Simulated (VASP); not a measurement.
# A VASP study of AlRu (PBEsol): structure first, properties next, part 3 of 4

Aim: relax AlRu, then compute properties on the relaxed cell. The start is a cell from a database of measured crystal structures.

VASP 6.6.1; PBEsol; plane waves and PAW (Al, Ru_pv).

Still holding for the runs below: This run has no spin polarisation. Its electron count is odd, so without a moment it is a metal by construction.

So far. Step 4 (Single point with fields (PBEsol)): In this run the pressure is -0.06 GPa, small enough to go on. Step 5 (Band structure (PBEsol)): There is no gap at this level.

## Step 6: Density of states (PBEsol)

A density of states needs more k-points than a total energy; ISMEAR = -5 takes tetrahedra, and LORBIT projects the states on the PAW spheres. The mesh is finer than in the run before.

File INCAR:

```
SYSTEM = AlRu
PREC = Accurate
ENCUT = 400
EDIFF = 1E-06
NELM = 100
ISMEAR = -5
SIGMA = 0.2
LREAL = .FALSE.
ALGO = Normal
GGA = PS
NBANDS = 20
LASPH = .TRUE.
LORBIT = 11
LWAVE = .FALSE.
LCHARG = .FALSE.
KPAR = 2
NEDOS = 2001
```

File POSCAR:

```
AlRu
1.0
    2.9764231082      0.0000000000      0.0000000000
    0.0000000000      2.9764231082      0.0000000000
    0.0000000000      0.0000000000      2.9764231082
Al Ru
1 1
Direct
    0.0000000000      0.0000000000      0.0000000000
    0.5000000000      0.5000000000      0.5000000000
```

File KPOINTS:

```
Automatic mesh
0
Gamma
11 11 11
0 0 0
```

The projector-augmented-wave data sets are Al and Ru_pv (PBE family, release 64).

Run with:

```sh
$ mpirun -np 2 vasp_std
```

The log of the run:

```text
[... set-up lines as in an earlier step ...]
 entering main loop
       N       E                     dE             d eps       ncg     rms          rms(c)
DAV:   1     0.106961398149E+03    0.10696E+03   -0.74181E+03  2352   0.639E+02
DAV:   2    -0.139995089365E+02   -0.12096E+03   -0.11491E+03  2512   0.228E+02
DAV:   3    -0.162994112827E+02   -0.22999E+01   -0.22815E+01  2876   0.325E+01
DAV:   4    -0.163130350106E+02   -0.13624E-01   -0.13624E-01  2456   0.270E+00
DAV:   5    -0.163131938812E+02   -0.15887E-03   -0.15883E-03  2676   0.286E-01    0.136E+01
DAV:   6    -0.156149350122E+02    0.69826E+00   -0.17812E+00  2436   0.140E+01    0.246E+00
DAV:   7    -0.155326624572E+02    0.82273E-01   -0.13805E-01  2412   0.395E+00    0.216E+00
DAV:   8    -0.155147126623E+02    0.17950E-01   -0.14936E-02  2404   0.839E-01    0.231E-01
DAV:   9    -0.155144229518E+02    0.28971E-03   -0.43070E-04  2660   0.160E-01    0.156E-01
DAV:  10    -0.155143953970E+02    0.27555E-04   -0.29089E-05  2472   0.448E-02    0.104E-02
DAV:  11    -0.155143942291E+02    0.11680E-05   -0.66985E-07  1924   0.702E-03    0.550E-03
DAV:  12    -0.155143940807E+02    0.14834E-06   -0.51693E-08  1264   0.204E-03
   1 F= -.15514394E+02 E0= -.15514394E+02  d E =0.000000E+00
 -----------------------------------------------------------------------------
|                                                                             |
|           W    W    AA    RRRRR   N    N  II  N    N   GGGG   !!!           |
|           W    W   A  A   R    R  NN   N  II  NN   N  G    G  !!!           |
|           W    W  A    A  R    R  N N  N  II  N N  N  G       !!!           |
|           W WW W  AAAAAA  RRRRR   N  N N  II  N  N N  G  GGG   !            |
|           WW  WW  A    A  R   R   N   NN  II  N   NN  G    G                |
|           W    W  A    A  R    R  N    N  II  N    N   GGGG   !!!           |
|                                                                             |
|     Tetrahedron method does not include variations of the Fermi             |
|     occupations, so forces and stress will be inaccurate. We suggest        |
|     using a different smearing scheme ISMEAR = 1 or 2 for metals in         |
|     relaxations.                                                            |
|                                                                             |
 -----------------------------------------------------------------------------
```

Run time: 5.8 s. Hardware: 2 MPI ranks of AMD EPYC 9R14 (Zen 4), shared host; peak memory 0.22 GiB; 10 s of CPU time.

From OUTCAR (step 6):

```text
   k-points           NKPTS =     56   k-points in BZ     NKDIM =     56   number of bands    NBANDS=     20

   NELECT =      17.0000    total number of electrons

 E-fermi :  10.7840

 k-point     1 :       0.0000    0.0000    0.0000
  band No.  band energies     occupation
    ...
      2     -30.8973      2.00000
      3     -30.8973      2.00000
      4       1.0395      2.00000
      5       7.1407      2.00000
      6       7.1407      2.00000
      7      11.0118     -0.23451
      8      11.0118     -0.48855
      9      11.0118     -0.04451
     10      16.9597      0.00000
     11      16.9597      0.00000
    ...

  Total       -0.0703081     -0.0703081     -0.0703081     -0.0000000     -0.0000000      0.0000000
  in kB       -4.2720051     -4.2720051     -4.2720051     -0.0000000     -0.0000000      0.0000000
  external PRESSURE =      -4.2720051 kB  Pullay stress =       0.0000000 kB

  FREE ENERGIE OF THE ION-ELECTRON SYSTEM (eV)
  ---------------------------------------------------
  free  energy   TOTEN  =       -15.5143940807 eV

  energy  without entropy=      -15.5143940807  energy(sigma->0) =      -15.51439408

[... 7 parts as in an earlier step ...]

[... 10 further parts left out ...]
```

With tetrahedra the forces and stress of a metal are not exact derivatives of the energy.

Numbers from this step:

| Property | Result |
| --- | --- |
| irreducible k-points | 56 |
| free energy (TOTEN) | -15.51 eV |
| Fermi energy | 10.78 eV |
| pressure | -0.4272 GPa |
| DOS at the Fermi level | 1.801 states/eV/cell |

The density of states has structure finer than the step of the table below, so its rows give means over 1 eV, whole bins alone (the curve runs from -12.0 to 7.93 eV). Peaks (eV: height): total -3.4: 2.81, -1.7: 2.88, -0.9: 3.81, 2.4: 2.22; Ru d -3.4: 1.65, -1.7: 1.93, -0.9: 2.92, 2.4: 1.58; Al p -3.8: 0.182, -1.7: 0.125, 2.4: 0.109, 7.7: 0.137; Ru p -5.9: 0.0889, -1.7: 0.0922, -0.5: 0.0741, 6.6: 0.097; Ru s -6.2: 0.0704, -3.8: 0.130, 2.4: 0.120, 5.9: 0.179.

States under -12.0 eV and over 7.9 eV are left out. Table of density of states by energy, zero at the Fermi level; means over each step; values in states/eV/cell:

```csv
energy (eV),total,Ru d,Al p,Ru p,Ru s,Al s
-11,0,0,0,0,0,0
-10,0.00689,0,1.4e-5,2.9e-5,0.00159,0.00140
-9,0.126,6.2e-4,0.00141,0.00218,0.0267,0.0249
-8,0.236,0.00558,0.00521,0.00814,0.0420,0.0443
-7,0.386,0.0298,0.0113,0.0186,0.0501,0.0695
-6,1.04,0.271,0.0241,0.0425,0.0442,0.181
-5,0.406,0.142,0.0252,0.0130,0.0195,0.0340
-4,1.56,0.703,0.119,0.0414,0.0823,0.0201
-3,1.86,1.16,0.0838,0.0473,0.0148,0.00503
-2,1.66,1.08,0.0743,0.0581,0.0105,0.00311
-1,2.63,2.01,0.0603,0.0463,0.0335,0.00346
0,1.64,1.25,0.0278,0.0563,0.0147,0.00293
1,0.313,0.174,0.00952,0.0295,0.00719,0.00137
2,0.640,0.439,0.0294,0.0281,0.0234,0.00402
3,0.908,0.502,0.0649,0.0548,0.0329,0.0264
4,0.507,0.177,0.0503,0.0495,0.0107,0.0339
5,0.316,0.0729,0.0294,0.0274,0.0113,0.0474
6,1.18,0.330,0.0808,0.0783,0.113,0.125
7,1.08,0.268,0.106,0.0791,0.0551,0.0870
```

The finer mesh and the other smearing move the Fermi level by -0.08 eV from the 8×8×8 run, one measure of the sampling error in the zero of the bands above. Of the states within 0.3 eV of the Fermi level, the largest shares in the PAW spheres are Ru d 77 %. The rest lies in smaller channels or between the spheres.

## Step 7: Volume scan with PBEsol, volume scale 0.94

An equation of state needs energies on both sides of the minimum, all on one mesh and cutoff.

File INCAR:

```
SYSTEM = AlRu
PREC = Accurate
ENCUT = 400
EDIFF = 1E-06
NELM = 100
ISMEAR = 1
SIGMA = 0.2
LREAL = .FALSE.
ALGO = Normal
GGA = PS
NBANDS = 14
LASPH = .TRUE.
LORBIT = 11
LWAVE = .FALSE.
LCHARG = .FALSE.
KPAR = 2
ISIF = 2
```

File POSCAR:

```
AlRu
1.0
    2.9156627305      0.0000000000      0.0000000000
    0.0000000000      2.9156627305      0.0000000000
    0.0000000000      0.0000000000      2.9156627305
Al Ru
1 1
Direct
    0.0000000000      0.0000000000      0.0000000000
    0.5000000000      0.5000000000      0.5000000000
```

File KPOINTS:

```
Automatic mesh
0
Gamma
8 8 8
0 0 0
```

Run with:

```sh
$ mpirun -np 2 vasp_std
```

The log of the run:

```text
[... set-up lines as in an earlier step ...]
 entering main loop
       N       E                     dE             d eps       ncg     rms          rms(c)
DAV:   1     0.901054069310E+02    0.90105E+02   -0.82344E+03  1034   0.922E+02
DAV:   2    -0.148636250679E+02   -0.10497E+03   -0.10095E+03  1100   0.284E+02
DAV:   3    -0.162027169741E+02   -0.13391E+01   -0.13354E+01  1136   0.343E+01
DAV:   4    -0.162144229541E+02   -0.11706E-01   -0.11702E-01  1294   0.317E+00
DAV:   5    -0.162146494105E+02   -0.22646E-03   -0.22645E-03  1232   0.352E-01    0.156E+01
DAV:   6    -0.154949982542E+02    0.71965E+00   -0.29647E+00  1034   0.200E+01    0.273E+00
DAV:   7    -0.154193808437E+02    0.75617E-01   -0.22876E-01  1058   0.564E+00    0.263E+00
DAV:   8    -0.154019754353E+02    0.17405E-01   -0.19858E-02  1244   0.106E+00    0.252E-01
DAV:   9    -0.154018545141E+02    0.12092E-03   -0.71266E-04  1172   0.147E-01    0.164E-01
DAV:  10    -0.154018474940E+02    0.70201E-05   -0.41606E-05  1214   0.761E-02    0.287E-02
DAV:  11    -0.154018445760E+02    0.29180E-05   -0.81706E-06  1244   0.346E-02    0.772E-03
DAV:  12    -0.154018441779E+02    0.39811E-06   -0.16447E-07   842   0.397E-03
   1 F= -.15401844E+02 E0= -.15399941E+02  d E =-.570977E-02
```

Run time: 3.4 s. Hardware: 2 MPI ranks; peak memory 0.2 GiB; 5.6 s of CPU time.

From OUTCAR (step 7):

```text
   ENCUT  =  400.0 eV  29.40 Ry    5.42 a.u.   4.75  4.75  4.75*2*pi/ulx,y,z

   NELECT =      17.0000    total number of electrons

 E-fermi :  11.7887

 k-point     1 :       0.0000    0.0000    0.0000
  band No.  band energies     occupation
    ...
      2     -29.9791      2.00000
      3     -29.9791      2.00000
      4       1.5790      2.00000
      5       7.7002      2.00000
      6       7.7002      2.00000
      7      11.9631     -0.01249
      8      11.9631     -0.01249
      9      11.9631     -0.01249
     10      18.1814      0.00000
     11      18.1814      0.00000
    ...

  Total        2.4048551      2.4048551      2.4048551     -0.0000000      0.0000000     -0.0000000
  in kB      155.4488967    155.4488967    155.4488967     -0.0000000      0.0000000     -0.0000000
  external PRESSURE =     155.4488967 kB  Pullay stress =       0.0000000 kB

 POSITION                                       TOTAL-FORCE (eV/Angst)
 -----------------------------------------------------------------------------------
      0.00000      0.00000      0.00000         0.000000      0.000000      0.000000
      1.45783      1.45783      1.45783         0.000000      0.000000      0.000000
 -----------------------------------------------------------------------------------
    total drift:                               -0.000000      0.000000      0.000000

  FREE ENERGIE OF THE ION-ELECTRON SYSTEM (eV)
  ---------------------------------------------------
  free  energy   TOTEN  =       -15.4018441779 eV

  energy  without entropy=      -15.3961344091  energy(sigma->0) =      -15.39994092

[... 4 parts as in an earlier step ...]

[... 12 further parts left out ...]
```

The scan keeps the cell's shape and the fractional positions fixed.

Numbers from this step:

| Item | Value |
| --- | --- |
| bands | 14 |
| irreducible k-points | 35 |
| free energy (TOTEN) | -15.40 eV |
| energy at zero smearing | -15.40 eV |
| Fermi energy | 11.79 eV |
| pressure | 15.54 GPa |

The pressure here is 15.54 GPa.

## Step 8: Volume scan with PBEsol, volume scale 0.96

INCAR is that of step 7.

File POSCAR:

```
AlRu
1.0
    2.9361962431      0.0000000000      0.0000000000
    0.0000000000      2.9361962431      0.0000000000
    0.0000000000      0.0000000000      2.9361962431
Al Ru
1 1
Direct
    0.0000000000      0.0000000000      0.0000000000
    0.5000000000      0.5000000000      0.5000000000
```

KPOINTS is that of step 7.

Run with:

```sh
$ mpirun -np 2 vasp_std
```

The log of the run:

```text
[... set-up lines as in an earlier step ...]
 entering main loop
       N       E                     dE             d eps       ncg     rms          rms(c)
DAV:   1     0.909798361615E+02    0.90980E+02   -0.84478E+03  1068   0.930E+02
DAV:   2    -0.148898759700E+02   -0.10587E+03   -0.10162E+03  1112   0.280E+02
DAV:   3    -0.162438060696E+02   -0.13539E+01   -0.13500E+01  1178   0.343E+01
DAV:   4    -0.162550002244E+02   -0.11194E-01   -0.11192E-01  1220   0.316E+00
DAV:   5    -0.162552407489E+02   -0.24052E-03   -0.24051E-03  1234   0.393E-01    0.149E+01
DAV:   6    -0.155417408616E+02    0.71350E+00   -0.30318E+00  1022   0.201E+01    0.263E+00
DAV:   7    -0.154629168671E+02    0.78824E-01   -0.25607E-01  1064   0.579E+00    0.248E+00
DAV:   8    -0.154453431743E+02    0.17574E-01   -0.19002E-02  1226   0.106E+00    0.240E-01
DAV:   9    -0.154452094678E+02    0.13371E-03   -0.72124E-04  1192   0.149E-01    0.157E-01
DAV:  10    -0.154452006173E+02    0.88505E-05   -0.37055E-05  1202   0.722E-02    0.243E-02
DAV:  11    -0.154451983626E+02    0.22547E-05   -0.57084E-06  1268   0.289E-02    0.801E-03
DAV:  12    -0.154451979254E+02    0.43720E-06   -0.12108E-07   790   0.348E-03
   1 F= -.15445198E+02 E0= -.15443223E+02  d E =-.592394E-02
```

It took 3.4 s on 2 MPI ranks; peak memory 0.2 GiB.

From OUTCAR (step 8):

```text
   ENCUT  =  400.0 eV  29.40 Ry    5.42 a.u.   4.79  4.79  4.79*2*pi/ulx,y,z

   NELECT =      17.0000    total number of electrons

 E-fermi :  11.4695

 k-point     1 :       0.0000    0.0000    0.0000
  band No.  band energies     occupation
    ...
      2     -30.2894      2.00000
      3     -30.2894      2.00000
      4       1.3901      2.00000
      5       7.5100      2.00000
      6       7.5100      2.00000
      7      11.6396     -0.00364
      8      11.6396     -0.00364
      9      11.6396     -0.00364
     10      17.7580      0.00000
     11      17.7580      0.00000
    ...

  Total        1.5445936      1.5445936      1.5445936     -0.0000000     -0.0000000      0.0000000
  in kB       97.7618880     97.7618880     97.7618880     -0.0000000     -0.0000000      0.0000000
  external PRESSURE =      97.7618880 kB  Pullay stress =       0.0000000 kB

 POSITION                                       TOTAL-FORCE (eV/Angst)
 -----------------------------------------------------------------------------------
      0.00000      0.00000      0.00000         0.000000      0.000000      0.000000
      1.46810      1.46810      1.46810         0.000000      0.000000      0.000000
 -----------------------------------------------------------------------------------
    total drift:                               -0.000000      0.000000      0.000000

  FREE ENERGIE OF THE ION-ELECTRON SYSTEM (eV)
  ---------------------------------------------------
  free  energy   TOTEN  =       -15.4451979254 eV

  energy  without entropy=      -15.4392739894  energy(sigma->0) =      -15.44322328

[... 4 parts as in an earlier step ...]

[... 12 further parts left out ...]
```

This step gave:

```
free energy (TOTEN)     : -15.45 eV
energy at zero smearing : -15.44 eV
Fermi energy            : 11.47 eV
pressure                : 9.776 GPa
```

The pressure falls from 15.54 to 9.78 GPa.

The run ends at a pressure of 9.78 GPa.

## Step 9: Volume scan with PBEsol, volume scale 0.98

INCAR is that of step 8.

File POSCAR:

```
AlRu
1.0
    2.9564465123      0.0000000000      0.0000000000
    0.0000000000      2.9564465123      0.0000000000
    0.0000000000      0.0000000000      2.9564465123
Al Ru
1 1
Direct
    0.0000000000      0.0000000000      0.0000000000
    0.5000000000      0.5000000000      0.5000000000
```

KPOINTS is that of step 8.

Run with:

```sh
$ mpirun -np 2 vasp_std
```

The log of the run:

```text
[... set-up lines as in an earlier step ...]
 entering main loop
       N       E                     dE             d eps       ncg     rms          rms(c)
DAV:   1     0.906920698362E+02    0.90692E+02   -0.81228E+03  1060   0.916E+02
DAV:   2    -0.148149779145E+02   -0.10551E+03   -0.10118E+03  1148   0.282E+02
DAV:   3    -0.162650858493E+02   -0.14501E+01   -0.14456E+01  1190   0.351E+01
DAV:   4    -0.162768212248E+02   -0.11735E-01   -0.11733E-01  1272   0.317E+00
[...]
DAV:  10    -0.154704387119E+02    0.10212E-04   -0.42126E-05  1240   0.780E-02    0.223E-02
DAV:  11    -0.154704363214E+02    0.23904E-05   -0.64428E-06  1220   0.306E-02    0.803E-03
DAV:  12    -0.154704358477E+02    0.47375E-06   -0.15002E-07   802   0.387E-03
   1 F= -.15470436E+02 E0= -.15468395E+02  d E =-.612108E-02
```

It took 3.4 s on 2 MPI ranks; peak memory 0.2 GiB; 5.5 s of CPU time.

OUTCAR, selected parts (step 9):

```text
  Total        0.7408638      0.7408638      0.7408638      0.0000000      0.0000000     -0.0000000
  in kB       45.9344869     45.9344869     45.9344869      0.0000000      0.0000000     -0.0000000
  external PRESSURE =      45.9344869 kB  Pullay stress =       0.0000000 kB

 POSITION                                       TOTAL-FORCE (eV/Angst)
 -----------------------------------------------------------------------------------
      0.00000      0.00000      0.00000         0.000000      0.000000      0.000000
      1.47822      1.47822      1.47822         0.000000      0.000000      0.000000
 -----------------------------------------------------------------------------------
    total drift:                               -0.000000      0.000000      0.000000

  FREE ENERGIE OF THE ION-ELECTRON SYSTEM (eV)
  ---------------------------------------------------
  free  energy   TOTEN  =       -15.4704358477 eV

  energy  without entropy=      -15.4643147710  energy(sigma->0) =      -15.46839549

[... 1 part as in an earlier step ...]

[... 2 further parts left out ...]
[key lines of the parts left out:]
E-fermi :  11.1632
```

The pressure falls from 9.78 to 4.59 GPa.

The run ends at a pressure of 4.59 GPa.

## Step 10: Volume scan with PBEsol, volume scale 1

INCAR is that of step 9.

File POSCAR:

```
AlRu
1.0
    2.9764231082      0.0000000000      0.0000000000
    0.0000000000      2.9764231082      0.0000000000
    0.0000000000      0.0000000000      2.9764231082
Al Ru
1 1
Direct
    0.0000000000      0.0000000000      0.0000000000
    0.5000000000      0.5000000000      0.5000000000
```

KPOINTS is that of step 9.

Run with:

```sh
$ mpirun -np 2 vasp_std
```

The log of the run:

```text
[... set-up lines as in an earlier step ...]
 entering main loop
       N       E                     dE             d eps       ncg     rms          rms(c)
[... 12 cycles as in an earlier step ...]
   1 F= -.15479402E+02 E0= -.15477301E+02  d E =-.630229E-02
```

It took 3.4 s on 2 MPI ranks; peak memory 0.2 GiB.

Parts of OUTCAR (step 10):

```text
[... 6 parts as in an earlier step ...]

[... 1 further part left out ...]
[key lines of the parts left out:]
E-fermi :  10.8690
```

The pressure falls from 4.59 to -0.06 GPa, so it vanishes between these two volumes.

## Step 11: Volume scan with PBEsol, volume scale 1.02

INCAR is that of step 10.

File POSCAR:

```
AlRu
1.0
    2.9961350940      0.0000000000      0.0000000000
    0.0000000000      2.9961350940      0.0000000000
    0.0000000000      0.0000000000      2.9961350940
Al Ru
1 1
Direct
    0.0000000000      0.0000000000      0.0000000000
    0.5000000000      0.5000000000      0.5000000000
```

KPOINTS is that of step 10.

Run with:

```sh
$ mpirun -np 2 vasp_std
```

The log of the run:

```text
[... set-up lines as in an earlier step ...]
 entering main loop
       N       E                     dE             d eps       ncg     rms          rms(c)
DAV:   1     0.963322451529E+02    0.96332E+02   -0.81894E+03  1028   0.909E+02
DAV:   2    -0.145943572235E+02   -0.11093E+03   -0.10621E+03  1076   0.286E+02
DAV:   3    -0.162592189709E+02   -0.16649E+01   -0.16515E+01  1190   0.368E+01
DAV:   4    -0.162713342374E+02   -0.12115E-01   -0.12113E-01  1210   0.329E+00
[...]
DAV:  10    -0.154739601197E+02    0.13031E-04   -0.41987E-05  1192   0.754E-02    0.163E-02
DAV:  11    -0.154739581757E+02    0.19440E-05   -0.41663E-06  1202   0.235E-02    0.756E-03
DAV:  12    -0.154739576869E+02    0.48877E-06   -0.70732E-08   766   0.267E-03
   1 F= -.15473958E+02 E0= -.15471803E+02  d E =-.646468E-02
```

Wall time 3.4 s (2 MPI ranks); peak memory 0.2 GiB.

Parts of OUTCAR (step 11):

```text
  Total       -0.7104701     -0.7104701     -0.7104701      0.0000000     -0.0000000      0.0000000
  in kB      -42.3225892    -42.3225892    -42.3225892      0.0000000     -0.0000000      0.0000000
  external PRESSURE =     -42.3225892 kB  Pullay stress =       0.0000000 kB

 POSITION                                       TOTAL-FORCE (eV/Angst)
 -----------------------------------------------------------------------------------
      0.00000      0.00000      0.00000         0.000000      0.000000      0.000000
      1.49807      1.49807      1.49807         0.000000      0.000000      0.000000
 -----------------------------------------------------------------------------------
    total drift:                               -0.000000      0.000000      0.000000

  FREE ENERGIE OF THE ION-ELECTRON SYSTEM (eV)
  ---------------------------------------------------
  free  energy   TOTEN  =       -15.4739576869 eV

  energy  without entropy=      -15.4674930104  energy(sigma->0) =      -15.47180279

[... 1 part as in an earlier step ...]

[... 2 further parts left out ...]
[key lines of the parts left out:]
E-fermi :  10.5861
```

The pressure falls from -0.06 to -4.23 GPa.

The run ends at a pressure of -4.23 GPa.

[end of part 3 of 4]

[Lines on the potential files, build, host, timing and source positions are cut from VASP's logs without a mark.]

[Logs are printed without paths, hosts, clocks, repeated set-up lines and the standing remarks that a program may print on its own settings, such as how far it seeks lower states.]

[Hosts, paths, dates, database ids (printed as entryN), source tags and the programs' standing remarks are cut or masked in the printed files.]

[A measured line is paired with the nearest computed mode of its activity, which favours agreement.]
